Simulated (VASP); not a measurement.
Level of theory: vdW-DF2, VASP's PBE PAW potentials (set 64) (plane waves; VASP 6.6.1).

Input for VASP

**KPOINTS**
```
Automatic mesh
0
Gamma
7 7 4
0 0 0
```

**POSCAR**
```
ZnO
1
    1.6686323446    -2.8901564728     0.0000000000
    1.6686323446     2.8901564728    -0.0000000000
    0.0000000000     0.0000000000     5.4060259703
Zn O
2 2
Direct
  0.6666670000   0.3333330000   0.5018901245
  0.3333330000   0.6666670000   0.0018901245
  0.6666670000   0.3333330000   0.8801098755
  0.3333330000   0.6666670000   0.3801098755
```

**INCAR**
```
# general
SYSTEM   = ZnO
PREC     = Accurate
ENCUT    = 520
LREAL    = .False.   # projection in real space or not
LASPH    = .True.

# electronic loop
EDIFF    = 1E-6
NELM     = 100   # most electronic steps
ALGO     = Normal
LMAXMIX  = 4

# smearing
ISMEAR   = 0   # Gaussian
SIGMA    = 0.05   # width (eV)

# functional
GGA      = ML
LUSE_VDW = .True.
AGGAC    = 0.0
ZAB_VDW  = -1.8867

# ions
IBRION   = 2   # conjugate gradients
NSW      = 60   # most ionic steps
ISIF     = 3   # ions, shape and volume
EDIFFG   = -0.02

# output
LWAVE    = .False.
LCHARG   = .False.
```

POTCAR, in this order: Zn O (PBE.64 set). Program: vasp_std.

The resulting files:

File OSZICAR:
```
       N       E                     dE             d eps       ncg     rms          rms(c)
DAV:   1     0.298656722378E+03    0.29866E+03   -0.19165E+04  1064   0.232E+03
DAV:   2     0.188891093326E+02   -0.27977E+03   -0.26978E+03  1164   0.438E+02
DAV:   3    -0.120643955999E+02   -0.30954E+02   -0.30739E+02  1230   0.155E+02
DAV:   4    -0.126527097420E+02   -0.58831E+00   -0.58783E+00  1152   0.232E+01
DAV:   5    -0.126571389488E+02   -0.44292E-02   -0.44290E-02  1236   0.190E+00    0.148E+01
DAV:   6    -0.796430322571E+01    0.46928E+01   -0.18263E+01  1772   0.867E+01    0.780E+00
DAV:   7    -0.817356809374E+01   -0.20926E+00   -0.38174E+00  1210   0.233E+01    0.488E+00
DAV:   8    -0.819414482829E+01   -0.20577E-01   -0.13796E+00  1398   0.105E+01    0.217E+00
DAV:   9    -0.810055542793E+01    0.93589E-01   -0.30421E-01  1568   0.102E+01    0.413E-01
DAV:  10    -0.810499996213E+01   -0.44445E-02   -0.64151E-02  1084   0.267E+00    0.863E-02
DAV:  11    -0.810520302666E+01   -0.20306E-03   -0.30051E-03  1502   0.139E+00    0.928E-02
DAV:  12    -0.810516288614E+01    0.40141E-04   -0.75563E-04  1606   0.569E-01    0.291E-02
DAV:  13    -0.810515548004E+01    0.74061E-05   -0.17396E-04  1086   0.129E-01    0.131E-02
DAV:  14    -0.810515631980E+01   -0.83976E-06   -0.51420E-06  1076   0.217E-02
   1 F= -.81051563E+01 E0= -.81051563E+01  d E =-.810516E+01
```

**OUTCAR**
```
------------------------ aborting loop because EDIFF is reached ----------------------------------------
  FORCE on cell =-STRESS in cart. coord.  units (eV):
  Direction    XX          YY          ZZ          XY          YZ          ZX
  --------------------------------------------------------------------------------------
  Total       -0.0105542     -0.0105542     -0.0152876      0.0000000      0.0000000      0.0000000
  in kB       -0.3242998     -0.3242999     -0.4697422      0.0000000      0.0000000      0.0000000
  external PRESSURE =      -0.3727806 kB  Pullay stress =       0.0000000 kB
  volume of cell :       52.14
      direct lattice vectors                 reciprocal lattice vectors
     1.668632345 -2.890156473  0.000000000     0.299646595 -0.173001014  0.000000000
     1.668632345  2.890156473  0.000000000     0.299646595  0.173001014  0.000000000
     0.000000000  0.000000000  5.406025970     0.000000000  0.000000000  0.184978764
  FREE ENERGIE OF THE ION-ELECTRON SYSTEM (eV)
  ---------------------------------------------------
  free  energy   TOTEN  =        -8.1051563198 eV

  energy  without entropy=       -8.1051563198  energy(sigma->0) =       -8.10515632

 reached required accuracy - stopping structural energy minimisation
```
(Selected blocks of OUTCAR.)

The compound is ZnO in the wurtzite structure. It was relaxed first, which changed the volume by +9 %. The start is the result of an earlier pass.
